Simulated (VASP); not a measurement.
An input for Ansatz (written as the equivalent of a VASP run, and not itself run):

Ansatz 0.2 input:
```yaml
crystal:
  lattice:
    - [3.2192460, 0.0000000, 0.0000000]
    - [-1.6096230, 2.7879490, 0.0000000]
    - [0.0000000, 0.0000000, 13.1210410]
  atoms:
    - { symbol: W, position: [0.3333330, 0.6666670, 0.2500000] }
    - { symbol: W, position: [0.6666670, 0.3333330, 0.7500000] }
    - { symbol: S, position: [0.3333330, 0.6666670, 0.6298000] }
    - { symbol: S, position: [0.6666670, 0.3333330, 0.3702000] }
    - { symbol: S, position: [0.6666670, 0.3333330, 0.1298000] }
    - { symbol: S, position: [0.3333330, 0.6666670, 0.8702000] }
kpoints:
  mp_grid: { grid: [11, 11, 3] }
hamiltonian:
  xc: pbe
  pseudopotentials: { kind: paw }
scf:
  occupations: { method: gaussian, width: 0.01 }
  max_iter: 100
output: { forces: true, stress: true, eigenvalues: true }
```

Write the VASP files for the same calculation (PBE).

This is not unique; one that fits is 
File KPOINTS:
```
K-points
0
gamma
11 11 3
```

INCAR:
```
GGA=PE
ENCUT=300   ! plane-wave cut-off (eV)
ALGO=Normal
PREC=Accurate
LASPH=.True.
SYSTEM=WS2
LREAL=.False.   ! projection in real space or not
NELM=100
LMAXMIX=6   ! l cut-off of mixed one-centre charges
ISMEAR=0
ISIF=2
EDIFF=1E-6
SIGMA=0.01
LCHARG=.False.
LWAVE=.False.
```

### POSCAR
```
WS2
1
    3.2192460000     0.0000000000     0.0000000000
   -1.6096230000     2.7879490000     0.0000000000
    0.0000000000     0.0000000000    13.1210410000
W S
2 4
Direct
  0.3333330000   0.6666670000   0.2500000000
  0.6666670000   0.3333330000   0.7500000000
  0.3333330000   0.6666670000   0.6298000000
  0.6666670000   0.3333330000   0.3702000000
  0.6666670000   0.3333330000   0.1298000000
  0.3333330000   0.6666670000   0.8702000000
```

POTCAR, in this order: W_sv S (PBE.64 set). Program: vasp_std.

The two are equivalent in intent, not identical: each code has its own PAW files, so the cut-off isn't converted (ENCUT is set for VASP's; basis.ecutwfc is left out, and Ansatz then takes the one that its files recommend); Ansatz stops its SCF on the density residual and VASP on the energy change (EDIFF).

The structure comes from a computed database's WS2 entry; how it stands against other phases isn't given here. The cell was not relaxed at this level. The run is one of a series of settings (GGA = PE, KPOINTS 11×11×3 Γ-centred mesh against the base run), some of them coarse on purpose.
